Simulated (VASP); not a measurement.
# GaSn (Fmmm) in VASP: further runs, part 2 of 2

VASP 6.6.1. The steps go on from the part before.

### 4 Relaxation of cell and atoms, PBEsol, target pressure 10 GPa, at which the enthalpy is minimised

The input, INCAR:

```
SYSTEM = GaSn
ALGO = Normal ; EDIFF = 1E-7
EDIFFG = -0.005 ; ENCUT = 600
GGA = PS ; IBRION = 2
ISIF = 3 ; ISMEAR = -1
LASPH = .TRUE. ; LCHARG = .FALSE.
LREAL = .FALSE. ; LWAVE = .FALSE.
NELM = 80 ; NSW = 40
PREC = Accurate ; PSTRESS = 100
SIGMA = 0.05
```

The input, KPOINTS:

```
k-points
0
G
  8 8 8
  0 0 0
```

The input, POSCAR:

```
GaSn
1.0
    0.0000000000      2.9028814200      3.0982155700
    2.7292512900      0.0000000000      3.0982155700
    2.7292512900      2.9028814200      0.0000000000
Ga Sn
1 1
Direct
    0.5000000000      0.5000000000      0.5000000000
    0.0000000000      0.0000000000      0.0000000000
```

Potentials or basis: VASP PAW PBE potentials, release 64 (Ga_d, Sn_d).

Command:

```bash
> cat potpaw_PBE.64/Ga_d/POTCAR potpaw_PBE.64/Sn_d/POTCAR > POTCAR
> mpirun -np 1 vasp_std > vasp.out
```

OUTCAR:

```text
SYSTEM = GaSn
   EDIFF = 1E-7
   EDIFFG = -0.005
   ENCUT = 600
   GGA = PS
   IBRION = 2
   ISIF = 3
   ISMEAR = -1
   LASPH = .TRUE.
   LREAL = .FALSE.
   NELM = 80
   NSW = 40
   PREC = Accurate
   PSTRESS = 100

 ion  position               nearest neighbor table
   1  0.500  0.500  0.500-   2 2.73   2 2.73   2 2.90   2 2.90   2 3.10   2 3.10
   2  0.000  0.000  0.000-   1 2.73   1 2.73   1 2.90   1 2.90   1 3.10   1 3.10

  LATTYP: Found a face centered orthorhombic cell.
 ALAT       =     5.4585025800
 B/A-ratio  =     1.0636182277
 C/A-ratio  =     1.1351888268

  Lattice vectors:

 A1 = (   0.0000000000,   2.9028814200,   3.0982155700)
 A2 = (   2.7292512900,   0.0000000000,   3.0982155700)
 A3 = (   2.7292512900,   2.9028814200,   0.0000000000)

Analysis of symmetry for initial positions (statically):
=====================================================================
 Subroutine PRICEL returns:
 Original cell was already a primitive cell.

 Routine SETGRP: Setting up the symmetry group for a
 face centered orthorhombic supercell.

 Subroutine GETGRP returns: Found  8 space group operations
 (whereof  8 operations were pure point group operations)
 out of a pool of  8 trial point group operations.

[... 273 lines left out ...]

  enthalpy is  TOTEN    =        -4.7412923329 eV   P V=        2.4978160704

[... ionic steps 4 to 9 ...]

--------------------------------------- Ionic step       10  -------------------------------------------

 number of electron      26.9999999 magnetization

------------------------ aborting loop because EDIFF is reached ----------------------------------------
[... 71 lines left out ...]
--------------------------------------- Ionic step       12  -------------------------------------------

 number of electron      26.9999999 magnetization

 Free energy of the ion-electron system (eV)
  ---------------------------------------------------
  ext. energy  EPLUGINS =         0.00000000
  ---------------------------------------------------
  free energy    TOTEN  =        -7.33625096 eV

  energy without entropy =       -7.32555116  energy(sigma->0) =       -7.33090106

 E-fermi :   8.1224     XC(G=0): -11.3216

 val. band max:        8.0815877785   @ k =   0.5000   0.1250   0.0000
 cond. band min:       8.1318397310   @ k =   0.3750   0.2500   0.0000
 fundamental gap:      0.0502519525
 Fermi energy:         8.1223599248

 k-point     1 :       0.0000    0.0000    0.0000
  band No.  band energies     occupation
      1     -13.2533      2.00000
      2     -13.2532      2.00000
      3     -13.2045      2.00000
      4     -13.2045      2.00000
      5     -13.2045      2.00000
      6      -6.8009      2.00000
[... 457 lines left out ...]
      4     -13.1739      2.00000
      5     -13.1664      2.00000
      6      -6.8768      2.00000
[... 9 lines left out ...]
     16      14.0385      0.00000
     17      14.1821      0.00000

 [... further k-points ...]

------------------------ aborting loop because EDIFF is reached ----------------------------------------

  FORCE on cell =-STRESS in cart. coord.  units (eV):
  Direction    XX          YY          ZZ          XY          YZ          ZX
  --------------------------------------------------------------------------------------
  -------------------------------------------------------------------------------------
  Total        2.5220558      2.5228397      2.5266240      0.0000000      0.0000000      0.0000000
  in kB       99.6512336     99.6822060     99.8317289      0.0000000      0.0000000      0.0000000
  external PRESSURE =      -0.2782772 kB  Pullay stress =     100.0000000 kB
[... 21 lines left out ...]
  energy  without entropy=       -7.3255511618  energy(sigma->0) =       -7.33090106

  enthalpy is  TOTEN    =        -4.8053682501 eV   P V=        2.5308827123

 reached required accuracy - stopping structural energy minimisation
```

OSZICAR:

```text
N       E                     dE             d eps       ncg     rms          rms(c)
DAV:   1     0.161502172045E+03    0.16150E+03   -0.15256E+04  3246   0.279E+03
DAV:   2     0.617998475375E+01   -0.15532E+03   -0.15384E+03  3326   0.445E+02
DAV:   3    -0.707579529911E+01   -0.13256E+02   -0.13190E+02  3895   0.128E+02
DAV:   4    -0.740398211835E+01   -0.32819E+00   -0.32765E+00  3730   0.211E+01
[... 107 lines left out ...]
DAV:   1    -0.733626425605E+01    0.47482E-04   -0.27632E-04  3726   0.157E-01    0.182E-02
DAV:   2    -0.733625505664E+01    0.91994E-05   -0.16166E-05  3834   0.682E-02    0.108E-02
DAV:   3    -0.733625084547E+01    0.42112E-05   -0.11724E-05  4591   0.440E-02    0.161E-03
DAV:   4    -0.733625095388E+01   -0.10841E-06   -0.13642E-06  3342   0.144E-02    0.917E-04
DAV:   5    -0.733625096249E+01   -0.86070E-08   -0.32711E-08  1860   0.384E-03
  12 F= -.48053683E+01 E0= -.48000183E+01  d E =-.136032E-03
```

CONTCAR:

```text
GaSn
   1.00000000000000
    -0.0000000000000000    2.7270084380882667    2.7265665753018813
     2.7267794844447653   -0.0000000000000000    2.7265665753018813
     2.7267794844447653    2.7270084380882667    0.0000000000000000
  Ga              Sn
     1     1
Direct
     0.5000000000000000    0.5000000000000000    0.5000000000000000
     0.0000000000000000    0.0000000000000000    1.0000000000000000

  0.00000000E+00  0.00000000E+00  0.00000000E+00
  0.00000000E+00  0.00000000E+00  0.00000000E+00
```

It took 6.7 min on 1 thread of Intel Xeon Platinum 8559C (Emerald Rapids), shared host; peak memory 0.28 GiB.

What came out:

- Free energy: -7.3363 eV
- Relaxed volume: 20.27 Å³/atom
- Relaxed cell: a = 3.856 Å, b = 3.856 Å, c = 3.856 Å, α = 60.00°, β = 60.00°, γ = 60.00°
- Space group after relaxing (to 0.05 Å): Fm-3m (No. 225)
- Energy change on relaxing (the enthalpy is what falls): +9.3 meV/atom
- Ionic steps: 12
- Pressure after relaxing: 10.0 GPa
- Band gap on the k mesh: none (metal or under the smearing width)

The path:
```tsv
step	energy change (eV)	largest force (eV/Å)	pressure (GPa)	volume (Å³)
1	0.0000	0.0000	-1.81	49.09
2	0.3542	0.0000	20.61	37.26
3	0.1157	0.0000	12.09	40.02
4	0.1052	0.0000	12.97	39.51
5	0.0762	0.0000	12.08	39.71
6	-0.0103	0.0000	8.84	41.04
7	0.0188	0.0000	9.99	40.55
8	0.0177	0.0000	9.95	40.57
9	0.0181	0.0000	9.95	40.56
10	0.0184	0.0000	9.97	40.55
11	0.0185	0.0000	9.96	40.55
12	0.0186	0.0000	9.97	40.55
```

Final structure:
```
Ga Sn
1.0
     0.00000    2.72701    2.72657
     2.72678    0.00000    2.72657
     2.72678    2.72701    0.00000
Ga Sn
1 1
Direct
  0.50000 0.50000 0.50000
  0.00000 0.00000 0.00000
```

Levels at points of the mesh, in eV from the Fermi level:
```csv
k point,band 11,band 12,band 13,band 14,band 15,band 16,band 17
"(0.00, 0.00, 0.00)",-12.06,1.44,1.45,1.45,3.29,7.26,7.87
"(0.50, 0.00, 0.00)",-8.40,-7.86,2.23,2.23,2.69,2.69,4.05
"(0.50, 0.50, 0.00)",-7.50,-5.42,-2.58,-1.95,-1.95,3.24,11.60
"(0.50, 0.00, 0.50)",-7.51,-5.42,-2.57,-1.95,-1.95,3.24,11.60
"(0.00, 0.50, 0.50)",-7.51,-5.42,-2.57,-1.95,-1.95,3.24,11.60
```

Caveat: the cell is relaxed towards a set pressure, so the enthalpy falls and the energy may rise; the volume moved by over 15 % at a fixed basis, so the end points are rough; the PAW data sets were made with another functional, which shifts forces and pressure a little.

### 5 Relaxation of cell and atoms, PBEsol, target pressure 20 GPa, at which the enthalpy is minimised

INCAR: that of step 4 with these lines changed.

```diff
@@ -8,3 +8,3 @@
 NELM = 80 ; NSW = 40
-PREC = Accurate ; PSTRESS = 100
+PREC = Accurate ; PSTRESS = 200
 SIGMA = 0.05
```

KPOINTS is that of step 4.

POSCAR is that of step 4.

Command:

```bash
> cat potpaw_PBE.64/Ga_d/POTCAR potpaw_PBE.64/Sn_d/POTCAR > POTCAR
> mpirun -np 1 vasp_std > vasp.out
```

Wall time 7.2 min (1 thread of Intel Xeon Platinum 8559C (Emerald Rapids), shared host); peak memory 0.28 GiB.

It converged, with:

```
Free energy                                            : -7.0355 eV
Relaxed volume                                         : 18.62 Å³/atom
Relaxed cell                                           : a = 3.748 Å, b = 3.749 Å, c = 3.748 Å, α = 60.00°, β = 60.00°, γ = 60.00°
Space group after relaxing (to 0.05 Å)                 : Fm-3m (No. 225)
Energy change on relaxing (the enthalpy is what falls) : +159.7 meV/atom
Ionic steps                                            : 11
Pressure after relaxing                                : 20.0 GPa
Band gap on the k mesh                                 : none (metal or under the smearing width)
```

The path:
```
step  energy change (eV)  largest force (eV/Å)  pressure (GPa)  volume (Å³)
   1              0.0000                0.0000           -1.81        49.09
   2              2.6818                0.0000           81.00        28.91
   3              0.3846                0.0000           19.89        37.65
   4              0.4246                0.0000           21.15        37.31
   5              0.4212                0.0000           22.95        36.62
   6              0.3737                0.0000           21.68        36.83
   7              0.3723                0.0000           21.64        36.84
   8              0.2628                0.0000           18.26        37.72
   9              0.3153                0.0000           19.88        37.28
  10              0.3207                0.0000           20.06        37.23
  11              0.3193                0.0000           20.00        37.24
```

Final structure:
```
Ga Sn
1.0
     0.00000    2.65054    2.65062
     2.65058    0.00000    2.65062
     2.65058    2.65054    0.00000
Ga Sn
1 1
Direct
  0.50000 0.50000 0.50000
  0.00000 0.00000 0.00000
```

Levels at points of the mesh, in eV from the Fermi level:
| k point | band 12 | band 13 | band 14 | band 15 | band 16 | band 17 |
| --- | --- | --- | --- | --- | --- | --- |
| (0.00, 0.00, 0.00) | 1.50 | 1.50 | 1.50 | 4.34 | 7.42 | 7.42 |
| (0.50, 0.00, 0.00) | -8.37 | 2.35 | 2.35 | 2.76 | 2.76 | 4.30 |
| (0.50, 0.50, 0.00) | -5.99 | -2.31 | -2.22 | -2.22 | 3.12 | 12.43 |
| (0.50, 0.00, 0.50) | -5.99 | -2.31 | -2.22 | -2.22 | 3.12 | 12.43 |
| (0.00, 0.50, 0.50) | -5.99 | -2.31 | -2.22 | -2.22 | 3.12 | 12.43 |

Caveat: the cell is relaxed towards a set pressure, so the enthalpy falls and the energy may rise; the volume moved by over 15 % at a fixed basis, so the end points are rough; the PAW data sets were made with another functional, which shifts forces and pressure a little.

### 6 Relaxation of cell and atoms, PBEsol, target pressure 30 GPa, at which the enthalpy is minimised

INCAR: that of step 5 with these lines changed.

```diff
@@ -8,3 +8,3 @@
 NELM = 80 ; NSW = 40
-PREC = Accurate ; PSTRESS = 200
+PREC = Accurate ; PSTRESS = 300
 SIGMA = 0.05
```

KPOINTS is that of step 5.

POSCAR is that of step 5.

Potentials or basis: VASP PAW PBE potentials, release 64 (Ga_d, Sn_d).

Command:

```bash
> cat potpaw_PBE.64/Ga_d/POTCAR potpaw_PBE.64/Sn_d/POTCAR > POTCAR
> mpirun -np 1 vasp_std > vasp.out
```

OUTCAR:

```text
SYSTEM = GaSn
   EDIFF = 1E-7
   EDIFFG = -0.005
   ENCUT = 600
   GGA = PS
   IBRION = 2
   ISIF = 3
   ISMEAR = -1
   LASPH = .TRUE.
   LREAL = .FALSE.
   NELM = 80
   NSW = 40
   PREC = Accurate
   PSTRESS = 300

 ion  position               nearest neighbor table
   1  0.500  0.500  0.500-   2 2.73   2 2.73   2 2.90   2 2.90   2 3.10   2 3.10
   2  0.000  0.000  0.000-   1 2.73   1 2.73   1 2.90   1 2.90   1 3.10   1 3.10

  LATTYP: Found a face centered orthorhombic cell.
 ALAT       =     5.4585025800
 B/A-ratio  =     1.0636182277
 C/A-ratio  =     1.1351888268

  Lattice vectors:

 A1 = (   0.0000000000,   2.9028814200,   3.0982155700)
 A2 = (   2.7292512900,   0.0000000000,   3.0982155700)
 A3 = (   2.7292512900,   2.9028814200,   0.0000000000)

Analysis of symmetry for initial positions (statically):
=====================================================================
 Subroutine PRICEL returns:
 Original cell was already a primitive cell.

 Routine SETGRP: Setting up the symmetry group for a
 face centered orthorhombic supercell.

 Subroutine GETGRP returns: Found  8 space group operations
 (whereof  8 operations were pure point group operations)
 out of a pool of  8 trial point group operations.

The static configuration has the point symmetry D_2h.

Analysis of symmetry for dynamics (positions and initial velocities):
=====================================================================
 Subroutine PRICEL returns:
 Original cell was already a primitive cell.

 Routine SETGRP: Setting up the symmetry group for a
 face centered orthorhombic supercell.

 Subroutine GETGRP returns: Found  8 space group operations
 (whereof  8 operations were pure point group operations)
 out of a pool of  8 trial point group operations.

The dynamic configuration has the point symmetry D_2h.

 Subroutine INISYM returns: Found  8 space group operations
 (whereof  8 operations are pure point group operations),
 and found     1 'primitive' translations

----------------------------------------------------------------------------------------

[... 128 lines left out ...]
 NGX is ok and might be reduce to    36
   NGX = 17   NGY = 17   NGZ = 15

--------------------------------------- Ionic step        1  -------------------------------------------

 number of electron      27.0000004 magnetization

 Free energy of the ion-electron system (eV)
  ---------------------------------------------------
  ext. energy  EPLUGINS =         0.00000000
  ---------------------------------------------------
  free energy    TOTEN  =        -7.35485747 eV

  energy without entropy =       -7.34550006  energy(sigma->0) =       -7.35017876

------------------------ aborting loop because EDIFF is reached ----------------------------------------

  FORCE on cell =-STRESS in cart. coord.  units (eV):
  Direction    XX          YY          ZZ          XY          YZ          ZX
  --------------------------------------------------------------------------------------
  -------------------------------------------------------------------------------------
  Total        0.9932075     -0.6365659     -2.0249799      0.0000000      0.0000000      0.0000000
  in kB       32.4142596    -20.7749278    -66.0871240      0.0000000      0.0000000      0.0000000
  external PRESSURE =    -318.1492641 kB  Pullay stress =     300.0000000 kB
[... 97 lines left out ...]
  energy  without entropy=       -6.7726250518  energy(sigma->0) =       -6.77666068

  enthalpy is  TOTEN    =         0.0494369233 eV   P V=        6.8301332403

 E-fermi :   9.8070     XC(G=0): -11.9769

 val. band max:        9.7293767137   @ k =   0.5000   0.1250   0.0000
 cond. band min:       9.8681682088   @ k =   0.3750   0.1250   0.0000
 fundamental gap:      0.1387914951
 Fermi energy:         9.8069818315

 k-point     1 :       0.0000    0.0000    0.0000
  band No.  band energies     occupation
      1     -11.7935      2.00000
      2     -11.7908      2.00000
      3     -11.7204      2.00000
      4     -11.7181      2.00000
      5     -11.7178      2.00000
      6      -5.3818      2.00000
[... 459 lines left out ...]
      6      -5.4912      2.00000
[... 9 lines left out ...]
     16      16.2362      0.00000
     17      16.2589      0.00000

 [... further k-points ...]

[... ionic steps 4 to 9 ...]

--------------------------------------- Ionic step       10  -------------------------------------------

 number of electron      27.0000002 magnetization

------------------------ aborting loop because EDIFF is reached ----------------------------------------
[... 71 lines left out ...]
--------------------------------------- Ionic step       12  -------------------------------------------

 number of electron      27.0000002 magnetization

 Free energy of the ion-electron system (eV)
  ---------------------------------------------------
  ext. energy  EPLUGINS =         0.00000000
  ---------------------------------------------------
  free energy    TOTEN  =        -6.69593141 eV

  energy without entropy =       -6.68957903  energy(sigma->0) =       -6.69275522

 E-fermi :  10.0831     XC(G=0): -12.0840

 val. band max:        9.9902393014   @ k =  -0.3750   0.1250   0.1250
 cond. band min:      10.1471410814   @ k =  -0.2500   0.1250   0.1250
 fundamental gap:      0.1569017800
 Fermi energy:        10.0831013159

 k-point     1 :       0.0000    0.0000    0.0000
  band No.  band energies     occupation
      1     -11.5472      2.00000
      2     -11.5472      2.00000
      3     -11.4690      2.00000
      4     -11.4690      2.00000
      5     -11.4690      2.00000
      6      -5.1394      2.00000
[... 504 lines left out ...]
  energy  without entropy=       -6.6895790340  energy(sigma->0) =       -6.69275522

  enthalpy is  TOTEN    =        -0.1340024927 eV   P V=        6.5619289124

 reached required accuracy - stopping structural energy minimisation
```

OSZICAR:

```text
N       E                     dE             d eps       ncg     rms          rms(c)
DAV:   1     0.161502172045E+03    0.16150E+03   -0.15256E+04  3246   0.279E+03
DAV:   2     0.617998475375E+01   -0.15532E+03   -0.15384E+03  3326   0.445E+02
[... 119 lines left out ...]
DAV:   1    -0.669619347910E+01   -0.23856E-02   -0.53360E-03  4054   0.779E-01    0.828E-02
DAV:   2    -0.669601076175E+01    0.18272E-03   -0.34078E-04  4078   0.324E-01    0.471E-02
DAV:   3    -0.669593033843E+01    0.80423E-04   -0.19242E-04  4475   0.196E-01    0.739E-03
DAV:   4    -0.669593173890E+01   -0.14005E-05   -0.25486E-05  3353   0.603E-02    0.395E-03
DAV:   5    -0.669593141599E+01    0.32290E-06   -0.10396E-06  4461   0.144E-02    0.129E-03
DAV:   6    -0.669593140517E+01    0.10827E-07   -0.11199E-07  1904   0.731E-03
  12 F= -.13400249E+00 E0= -.13082631E+00  d E =-.991898E-04
```

Run time: 9.7 min. Hardware: 1 thread of Intel Xeon Platinum 8559C (Emerald Rapids), shared host; peak memory 0.28 GiB.

What came out:

```
Free energy                                            : -6.6959 eV
Relaxed volume                                         : 17.52 Å³/atom
Relaxed cell                                           : a = 3.673 Å, b = 3.673 Å, c = 3.673 Å, α = 60.00°, β = 60.00°, γ = 60.00°
Space group after relaxing (to 0.05 Å)                 : Fm-3m (No. 225)
Energy change on relaxing (the enthalpy is what falls) : +329.5 meV/atom
Ionic steps                                            : 12
Pressure after relaxing                                : 30.0 GPa
Band gap on the k mesh                                 : none (metal or under the smearing width)
```

Step by step:
| step | energy change (eV) | largest force (eV/Å) | pressure (GPa) | volume (Å³) |
| --- | --- | --- | --- | --- |
| 1 | 0.0000 | 0.0000 | -1.81 | 49.09 |
| 2 | 9.0992 | 0.0000 | 247.46 | 21.92 |
| 3 | 0.5742 | 0.0000 | 25.03 | 36.48 |
| 4 | 0.6981 | 0.0000 | 28.64 | 35.69 |
| 5 | 0.7995 | 0.0000 | 31.49 | 35.12 |
| 6 | 0.8786 | 0.0000 | 35.12 | 34.21 |
| 7 | 0.7530 | 0.0000 | 32.65 | 34.57 |
| 8 | 0.7507 | 0.0000 | 32.58 | 34.58 |
| 9 | 0.5344 | 0.0000 | 26.46 | 35.75 |
| 10 | 0.6555 | 0.0000 | 29.91 | 35.06 |
| 11 | 0.6611 | 0.0000 | 30.07 | 35.03 |
| 12 | 0.6589 | 0.0000 | 30.01 | 35.04 |

Final structure:
```
Ga Sn
1.0
     0.00000    2.59735    2.59738
     2.59732    0.00000    2.59738
     2.59732    2.59735    0.00000
Ga Sn
1 1
Direct
  0.50000 0.50000 0.50000
  0.00000 0.00000 0.00000
```

Caveat: the cell is relaxed towards a set pressure, so the enthalpy falls and the energy may rise; the volume moved by over 15 % at a fixed basis, so the end points are rough; the PAW data sets were made with another functional, which shifts forces and pressure a little.

### 7 Overview

```csv
cell,target pressure,gap on the mesh (eV),pressure (GPa)
relaxed to 2 GPa,2 GPa,none,2.0
relaxed to 5 GPa,5 GPa,none,5.0
relaxed to 10 GPa,10 GPa,none,10.0
relaxed to 20 GPa,20 GPa,none,20.0
relaxed to 30 GPa,30 GPa,none,30.0
```

Alike in all rows: task relaxation of cell and atoms; level PBEsol; potentials or basis VASP PAW PBE potentials, release 64 (Ga_d, Sn_d); no spin polarisation; k mesh 8 × 8 × 8; cutoff (eV) 600; smearing fermi-dirac 0.05 eV.

Caveats: the cell is relaxed towards a set pressure, so the enthalpy falls and the energy may rise; the PAW data sets were made with another functional, which shifts forces and pressure a little; the volume moved by over 15 % at a fixed basis, so the end points are rough (some runs).

Absolute energies hang on the potentials; compare differences alone.
